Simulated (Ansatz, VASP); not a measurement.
# Sr (Strontium): VASP beside Ansatz

One calculation is typed for both programs; each brings its own data sets and cutoff. How far apart do they land? The cell is taken from a series of VASP runs on this material, whose earlier steps may have relaxed, scaled or displaced it; both programs get it as it stands.

Method: plane waves, with VASP 6.6.1 beside it; band structure at PBEsol, in Ansatz 0.2.0.

### Step 1. Set-up

The structure is cubic, space group Fm-3m (No. 225). The conventional cell has a = 5.915 Å, b = 5.915 Å, c = 5.915 Å, α = 90.00°, β = 90.00°, γ = 90.00°. Nearest to Sr lie 12 Sr at 4.18 Å.

### Step 2. Ansatz: band structure, PBEsol

Ansatz runs on its default PAW (the set named soft_2) files.

A single point gives forces, pressure and levels at one fixed geometry, so differences don't come from the geometry; what else differs is listed under the comparison.

Contents of input.yaml:

```yaml
crystal:
  lattice:
    - [0.0, 2.9573821399, 2.9573821399]
    - [2.9573821399, 0.0, 2.9573821399]
    - [2.9573821399, 2.9573821399, 0.0]
  atoms:
    - { symbol: Sr, position: [0.0, 0.0, 0.0] }
hamiltonian:
  xc: pbesol
  pseudopotentials: { kind: paw }
kpoints:
  mp_grid: { grid: [8, 8, 8] }
  band_path:
    path:
      - [0.0, 0.0, 0.0]
      - [0.16667, 0.0, 0.16667]
      - [0.33333, 0.0, 0.33333]
      - [0.5, 0.0, 0.5]
      - [0.5, 0.08333, 0.58333]
      - [0.5, 0.18333, 0.68333]
      - [0.5, 0.25, 0.75]
      - [0.45, 0.3, 0.75]
      - [0.40833, 0.34167, 0.75]
      - [0.35, 0.35, 0.7]
      - [0.225, 0.225, 0.45]
      - [0.075, 0.075, 0.15]
      - [0.03333, 0.03333, 0.03333]
      - [0.23333, 0.23333, 0.23333]
      - [0.4, 0.4, 0.4]
      - [0.51667, 0.46667, 0.51667]
      - [0.55833, 0.38333, 0.55833]
      - [0.60833, 0.28333, 0.60833]
      - [0.60833, 0.25, 0.64167]
      - [0.55833, 0.25, 0.69167]
      - [0.51667, 0.25, 0.73333]
      - [0.5, 0.3, 0.7]
      - [0.5, 0.38333, 0.61667]
      - [0.5, 0.48333, 0.51667]
      - [0.475, 0.475, 0.55]
      - [0.425, 0.425, 0.65]
      - [0.38333, 0.38333, 0.73333]
      - [0.59167, 0.18333, 0.59167]
      - [0.55, 0.1, 0.55]
      - [0.5, 0.0, 0.5]
    npoints: 1
scf:
  occupations: { method: methfessel_paxton, width: 0.2 }
  n_extra_bands: 6
output:
  forces: true
  stress: true
  eigenvalues: true
```

Started as:

```bash
ansatz run input.yaml --threads 2 --pin off --max-ram 4608MiB --backend cpu --events-out ev --progress --plain --runs-dir out
```

Numbers of over 12 decimals in the logs are rounded to 6 here.

Output:

```text
scf.n_extra_bands = 6 over 5 filled bands (N_el = 10.0): the run solves 11 bands
Engine: ansatz 0.2.0, aarch64-unknown-linux-gnu
Pseudopotentials: kind: paw
Pseudopotential: Sr, paw, valence charge 10, recommended cutoff 420 eV (normal), Sr.paw.azcp
Functional definition: PBEsol
  exchange = pbesol_x
  correlation = pbesol_c
Crystal: 1 atoms, lattice volume = 51.731 Å³
Basis set: ecut = 420 eV, 965 PW (Γ), exchange–correlation on 60×60×60 points (8 copies of the dense FFT grid, shifted against one another)
Bands: 11, of which v1, the nominal top of the filled ones, is band 5 counted from 1 (4 counted from 0)
Symmetry: 48 space group operations
Space group: Fm-3m (ITA 225), of the structure as read, at distance tolerance 3.7e-5 Å
k-points: 29 of 512
Non-local potential: Sr, projectors of the file, l = 0: 3, l = 1: 2, l = 2: 2
PAW form: soft (Blöchl's): semilocal exchange-correlation on the pseudo side does not see the compensation charge
PAW frozen core: Sr, regenerated for the run's functional, and the local potential with it (the file was generated under x = pbe(κ = 0.804, μ = 0.219515), c = pbe(β = 0.066725))
PAW one-centre angular grid: Sr, 110 points (default); XC on 64 Gauss nodes
Initial density: superposition of atomic densities (neutral atoms: chi_scale 0, normalization atom), corrected by the library's trained network
Initial wavefunctions: pseudopotential atomic-orbital guess
Functional: x = pbesol(κ = 0.804, μ = 0.123457), c = pbesol(β = 0.046)
SCF iter   1: F=—  HF=-3492.217059 eV  |F-HF|=—  |Δ(HF+E_count)|=         —  Δρ=1.55e-3  dr2=1.29e-3  ethr=1.77e-3  ⟨swp⟩=6.8  Hψ=2526  notcnv=0
preconditioner: auto → none  [insulator: Δε(μ)=0.165 eV  Ē_g=4.741 eV  σ=0.200 eV  W_gap=0.58  n_scr=8 (ndim 8)  ℏωp=7.3 eV  f_vac=0.000  D(μ)=0.65/eV (n_scr^D=0)  ε∞_Penn≈3.4]
SCF iter   2: F=—  HF=-3492.217624 eV  |F-HF|=—  |Δ(HF+E_count)|=   5.65e-4  S|Δr|=    0.00e0  Δρ=5.98e-4  dr2=1.78e-4  ethr=1.29e-5  ⟨swp⟩=2.1  Hψ=669  notcnv=0
SCF iter   3: F=—  HF=-3492.217658 eV  |F-HF|=—  |Δ(HF+E_count)|=   3.42e-5  S|Δr|=    0.00e0  Δρ=1.44e-4  dr2=9.54e-6  ethr=1.78e-6  ⟨swp⟩=1.0  Hψ=295  notcnv=0
SCF iter   4: F=—  HF=-3492.217664 eV  |F-HF|=—  |Δ(HF+E_count)|=   5.13e-6  S|Δr|=    0.00e0  Δρ=1.71e-5  dr2=9.49e-8  ethr=1.00e-9  ⟨swp⟩=8.4  Hψ=2178  notcnv=0
SCF iter   5: F=-3492.217664 eV  HF=-3492.217664 eV  |F-HF|=1.38e-9  |Δ(HF+E_count)|=   1.77e-8  S|Δr|=    0.00e0  Δρ=3.07e-6  dr2=2.28e-9  ethr=9.49e-10  ⟨swp⟩=3.0  Hψ=1089  notcnv=0
SCF 1 converged in 5 iterations: F = -3492.217664 eV  dr2 = 2.28e-9
  greatest PAW one-centre occupation: 0.988 electrons in one spin orbital (limit 2), on the Sr atom at site 0 (counted from 0), in its partial waves of l = 0
NSCF: frozen V_eff on 30 k-points
SCF converged after 5 iterations
Stability not checked: this state was not tested for a lower state beside it, because cold or Methfessel-Paxton smearing, or corrected tetrahedra, fill the levels in a way that the test cannot read (fill_not_monotonic; see scf.lower_state_search)
Free energy (F): -3492.217664 eV
Harris-Foulkes:  -3492.217664 eV  (|F-HF|=1.38e-9)
Internal energy: -3492.224238 eV  (E = F + TS)
E sigma→0 (E₀):  -3492.219307 eV
Entropy (-TS):   0.006575 eV (6.575 meV/atom)
Fermi energy:    5.415558 eV
Step filling:    the computed levels leave a gap of 0.0221 eV = 0.1 smearing widths at the electron count; against every level under it full and every level over it empty, smearing changes F+E_penalty+E_count by +1.642 meV and its σ→0 estimate by -1.50e-3 meV
--- Per-component energies (eV) ---
  E_band       = -131.557753
  E_kinetic    = 241.765573
  E_local      = -755.190380  (includes V_loc(G=0)·N_el)
  E_nonlocal   = 204.348236
  E_hartree    = 189.020050
  E_xc         = -169.621233
  E_vxc        = -158.801273  (∫ρ·V_xc dr)
  E_paw        = -2644.582608  (= ΣΔE_a)
  E_vpaw       = -41.720164  (= ΣTr[D̂ρ^β])
  E_aug_tail   = -0.000001  (compensation charges beyond the density's cutoff)
  E_ewald      = -558.098221
  E_core_change = 0.134347  (= ΣΔE_core)
  E_smearing   = 0.006575  (= −TS)
  E_closure    = 0.000000  (closes the sum)
  Σ components = -3492.217664   (vs F -3492.217664, Δ=0.00e0)
--- Forces (eV/Å), atoms counted from 1 ---
  atom   1  Sr    -0.00000000     0.00000000    -0.00000000
  max |Σ_I F_I| component: 8.22e-33 eV/Å
--- Stress (GPa, compression-positive) ---
        0.014291       0.000000       0.000000
       -0.000000       0.014291      -0.000000
       -0.000000      -0.000000       0.014291
  P = ⅓ Tr σ = 0.0143 GPa (0.143 kbar)
--- Band table (eV; the first three rows and the last of 29) ---
  k-point 0: bands = [... 1 lower, -12.8807, -12.8807, -12.8807, 1.6626, 7.8150, 7.8150, 7.8150, 9.3909, ... 2 higher]
  k-point 1: bands = [... 1 lower, -12.9180, -12.8856, -12.8856, 1.9274, 7.4288, 7.9287, 7.9287, 9.2439, ... 2 higher]
  k-point 2: bands = [... 1 lower, -13.0066, -12.8975, -12.8975, 2.6566, 6.6904, 7.9761, 7.9761, 9.3270, ... 2 higher]
  k-point 28: bands = [... 1 lower, -13.0422, -13.0422, -12.9728, 5.4481, 6.0724, 6.0724, 7.7809, 10.8536, ... 2 higher]
```

It took 1.2 s on 2 threads of Arm Neoverse V2, shared host; peak memory 0.27 GiB.

In the SCF lines HF is the Harris–Foulkes energy and dr2 the Hartree energy of the density residual, in eV; the loop may stop once dr2 is under the threshold and the program's other checks hold. Hψ counts applications of the Hamiltonian.

### Step 3. VASP: band structure, PBEsol

The same cell, functional, mesh and smearing now go to VASP, with its own data sets and cutoff.

Lines of VASP's logs that name or quote its potential files are left out, and so is its time.

Contents of INCAR:

```
SYSTEM = Sr
PREC = Accurate
ENCUT = 400
EDIFF = 1E-06
NELM = 100
ISMEAR = 1
SIGMA = 0.2
LREAL = .FALSE.
ALGO = Normal
GGA = PS
NBANDS = 16
LORBIT = 11
LWAVE = .FALSE.
LCHARG = .FALSE.
KPAR = 2
```

Contents of POSCAR:

```
Sr
1.0
    0.0000000000      2.9573821399      2.9573821399
    2.9573821399      0.0000000000      2.9573821399
    2.9573821399      2.9573821399      0.0000000000
Sr
1
Direct
    0.0000000000      0.0000000000      0.0000000000
```

Contents of KPOINTS:

```
Automatic mesh
0
Gamma
8 8 8
0 0 0
```

Contents of KPOINTS_OPT:

```
Line mode
16
Line-mode
Reciprocal
  0.00000000   0.00000000   0.00000000 GAMMA
  0.50000000   0.00000000   0.50000000 X

  0.50000000   0.00000000   0.50000000 X
  0.50000000   0.25000000   0.75000000 W

  0.50000000   0.25000000   0.75000000 W
  0.37500000   0.37500000   0.75000000 K

  0.37500000   0.37500000   0.75000000 K
  0.00000000   0.00000000   0.00000000 GAMMA

  0.00000000   0.00000000   0.00000000 GAMMA
  0.50000000   0.50000000   0.50000000 L

  0.50000000   0.50000000   0.50000000 L
  0.62500000   0.25000000   0.62500000 U

  0.62500000   0.25000000   0.62500000 U
  0.50000000   0.25000000   0.75000000 W

  0.50000000   0.25000000   0.75000000 W
  0.50000000   0.50000000   0.50000000 L

  0.50000000   0.50000000   0.50000000 L
  0.37500000   0.37500000   0.75000000 K

  0.62500000   0.25000000   0.62500000 U
  0.50000000   0.00000000   0.50000000 X
```

Potentials, in the order of the species: Sr_sv (PBE family, release 64).

Started as:

```bash
mpirun -np 2 vasp_std
```

Output:

```text
[banner, memory and clock lines left out]
running    2 mpi-ranks, on    1 nodes
 distrk:  each k-point on    1 cores,    2 groups
 distr:  one band on    1 cores,    1 groups

 POSCAR found type information on POSCAR Sr
 POSCAR found :  1 types and       1 ions
|                                                                             |
|               ----> ADVICE to this user running VASP <----                  |
|                                                                             |
|     You enforced a specific xc type in the INCAR file but a different       |
|     [... a line on the potential file left out ...]
|     I HOPE YOU KNOW WHAT YOU ARE DOING!                                     |
|                                                                             |

 LDA part: xc-table for (Slater+PW92), standard interpolation
 POSCAR, INCAR and KPOINTS ok, starting setup
 FFT: planning ... GRIDC
 FFT: planning ... GRID_SOFT
 FFT: planning ... GRID
 WAVECAR not read
 entering main loop
       N       E                     dE             d eps       ncg     rms          rms(c)
DAV:   1     0.285242516272E+02    0.28524E+02   -0.38981E+03   928   0.439E+02
DAV:   2    -0.793282062208E+00   -0.29318E+02   -0.28590E+02  1248   0.113E+02
DAV:   3    -0.182805653102E+01   -0.10348E+01   -0.10301E+01  1256   0.145E+01
DAV:   4    -0.184970171710E+01   -0.21645E-01   -0.21642E-01  1256   0.194E+00
DAV:   5    -0.185015479452E+01   -0.45308E-03   -0.45308E-03  1248   0.215E-01    0.121E+01
DAV:   6    -0.184620029953E+01    0.39545E-02   -0.57109E-03  1216   0.566E-01    0.684E+00
DAV:   7    -0.184372408843E+01    0.24762E-02   -0.10182E-02  1336   0.725E-01    0.241E-01
DAV:   8    -0.184366863720E+01    0.55451E-04   -0.33972E-04  1280   0.972E-02    0.528E-02
DAV:   9    -0.184368691504E+01   -0.18278E-04   -0.49405E-05  1280   0.298E-02    0.195E-02
DAV:  10    -0.184369150020E+01   -0.45852E-05   -0.32537E-06  1080   0.111E-02    0.161E-02
DAV:  11    -0.184369095788E+01    0.54233E-06   -0.28485E-07   592   0.368E-03
   1 F= -.18436910E+01 E0= -.18459638E+01  d E =0.681858E-02
 Start KPOINTS_OPT (optional k-point list driver)
k-point batch [1-29\160]
       N       E                     dE             ncg
DAV:   1    -0.402015410537E+04   -0.10613E+05      936
DAV:   2    -0.487624613428E+04   -0.85609E+03     1296
DAV:   3    -0.490642425368E+04   -0.30178E+02     1240
DAV:   4    -0.490689542159E+04   -0.47117E+00     1176
DAV:   5    -0.490690293207E+04   -0.75105E-02     1168
DAV:   6    -0.490690312846E+04   -0.19639E-03     1160
DAV:   7    -0.490690313161E+04   -0.31507E-05      888
DAV:   8    -0.490690313167E+04   -0.62128E-07      688
[...]
k-point batch [146-160\160]
       N       E                     dE             ncg
DAV:   1     0.193798662226E+04   -0.65446E+04      480
DAV:   2     0.151704591793E+04   -0.42094E+03      696
DAV:   3     0.150281784898E+04   -0.14228E+02      656
DAV:   4     0.150257929759E+04   -0.23855E+00      632
DAV:   5     0.150257724913E+04   -0.20485E-02      608
DAV:   6     0.150257721570E+04   -0.33428E-04      592
DAV:   7     0.150257721479E+04   -0.91105E-06      448
```

Parts of OUTCAR (step 3):

```text
ion  position               nearest neighbor table
   1  0.000  0.000  0.000-

  LATTYP: Found a face centered cubic cell.
 ALAT       =     5.9147642798

 Subroutine GETGRP returns: Found 48 space group operations
 (whereof 48 operations were pure point group operations)

The static configuration has the point symmetry O_h .

 Found     29 irreducible k-points:

   k-points           NKPTS =     29   k-points in BZ     NKDIM =     29   number of bands    NBANDS=     16

   dimension x,y,z NGX =    28 NGY =   28 NGZ =   28
   dimension x,y,z NGXF=    56 NGYF=   56 NGZF=   56

   ENCUT  =  400.0 eV  29.40 Ry    5.42 a.u.   6.82  6.82  6.82*2*pi/ulx,y,z

   NELECT =      10.0000    total number of electrons

 k-points in reciprocal lattice and weights: Automatic mesh
   0.00000000  0.00000000  0.00000000       0.002
   0.12500000  0.00000000  0.00000000       0.016
   0.25000000  0.00000000  0.00000000       0.016
   0.37500000  0.00000000  0.00000000       0.016
   0.50000000  0.00000000  0.00000000       0.008
   0.12500000  0.12500000  0.00000000       0.012
   0.25000000  0.12500000  0.00000000       0.047
   0.37500000  0.12500000  0.00000000       0.047
   0.50000000  0.12500000  0.00000000       0.047
[...]
-0.37500000  0.50000000  0.12500000       0.023
  -0.25000000  0.50000000  0.25000000       0.012

 average (electrostatic) potential at core
       1 -40.4688

 E-fermi :   1.7096

 k-point     1 :       0.0000    0.0000    0.0000
  band No.  band energies     occupation
      1     -34.7180      2.00000
      2     -16.6054      2.00000
      3     -16.6054      2.00000
      4     -16.6054      2.00000
      5      -2.0480      2.00000
      6       4.1006     -0.00000
      7       4.1006     -0.00000
      8       4.1006     -0.00000
      9       5.6759     -0.00000
     10       5.6759     -0.00000
    ...

 k-point     2 :       0.1250    0.0000    0.0000
  band No.  band energies     occupation
      1     -34.7152      2.00000
      2     -16.6427      2.00000
      3     -16.6103      2.00000
      4     -16.6103      2.00000
      5      -1.7829      2.00000
      6       3.7181     -0.00000
      7       4.2153     -0.00000
      8       4.2153     -0.00000
      9       5.5310     -0.00000
     10       5.5310     -0.00000
    ...

 k-point     3 :       0.2500    0.0000    0.0000
  band No.  band energies     occupation
      1     -34.7085      2.00000
      2     -16.7311      2.00000
      3     -16.6221      2.00000
      4     -16.6221      2.00000
      5      -1.0532      2.00000
      6       2.9830     -0.00000
      7       4.2634     -0.00000
      8       4.2634     -0.00000
      9       5.6171     -0.00000
     10       5.6171     -0.00000
    ...

  Total        0.0026903      0.0026903      0.0026903      0.0000000     -0.0000000      0.0000000
  in kB        0.0833225      0.0833225      0.0833225      0.0000000     -0.0000000      0.0000000
  external PRESSURE =       0.0833225 kB  Pullay stress =       0.0000000 kB

  energy-cutoff  :      400.00
  volume of cell :       51.73
      direct lattice vectors                 reciprocal lattice vectors
     0.000000000  2.957382140  2.957382140    -0.169068445  0.169068445  0.169068445
     2.957382140  0.000000000  2.957382140     0.169068445 -0.169068445  0.169068445
     2.957382140  2.957382140  0.000000000     0.169068445  0.169068445 -0.169068445

 POSITION                                       TOTAL-FORCE (eV/Angst)
 -----------------------------------------------------------------------------------
      0.00000      0.00000      0.00000         0.000000      0.000000      0.000000
 -----------------------------------------------------------------------------------
    total drift:                               -0.000000      0.000000     -0.000000

  FREE ENERGIE OF THE ION-ELECTRON SYSTEM (eV)
  ---------------------------------------------------
  free  energy   TOTEN  =        -1.8436909579 eV

  energy  without entropy=       -1.8505095382  energy(sigma->0) =       -1.84596382

 total charge
# of ion       s       p       d       tot
------------------------------------------
    1        2.068   5.678   0.144   7.890

[... 3 further parts left out ...]
```

The run ends at a pressure of 0.01 GPa.

### Step 4. Comparison

Known differences besides the potentials themselves: the cutoff is 420 eV in Ansatz and 400 eV in VASP; Ansatz makes its cores anew for this functional, VASP keeps those of its PBE data sets; VASP leaves aspherical gradient terms in its spheres out (LASPH is not set), Ansatz keeps them. Total energies have different zeros and are not compared.

Both answers:

```csv
quantity,Ansatz,VASP,difference
pressure (GPa),0.01,0.01,+0.01
```

Levels from 3 eV below to 2 eV above the Fermi level differ by 5 meV r.m.s. and 11 meV at most; each VASP level is matched to the nearest of Ansatz, which flatters the figure a little.

### Step 5. What the set-up changes

Further runs change the set-up of one program: Ansatz's method, potentials or start, or VASP's data sets, cutoff or form of LDA. The table gives Ansatz less VASP for each quantity, since a change that brings one quantity closer may part another.

```csv
run,pressure (GPa)
as above,0.0060
Ansatz's all-electron LAPW method,0.0055
```

### Step 6. Summary of results

```json
{
 "r.m.s. difference of levels near the Fermi level (band structure, PBEsol)": "4.6 meV"
}
```

What this shows: The r.m.s. difference of levels near the Fermi level is 4.6 meV (band structure, PBEsol), within the 80 meV picked in this series as the mark of a large difference. For band structure, PBEsol, no further run moves any of the tabulated differences by more than a quarter of its size. 1 further run of this series is not shown here. How closely two codes agree says nothing of how well the functional describes the real material.

[Lines on the potential files, build, host, timing and source positions are cut from VASP's logs without a mark.]

[Logs are printed without paths, hosts, clocks, repeated set-up lines and the standing remarks that a program may print on its own settings, such as how far it seeks lower states.]

[Hosts, paths, dates, database ids (printed as entryN), source tags and the programs' standing remarks are cut or masked in the printed files.]
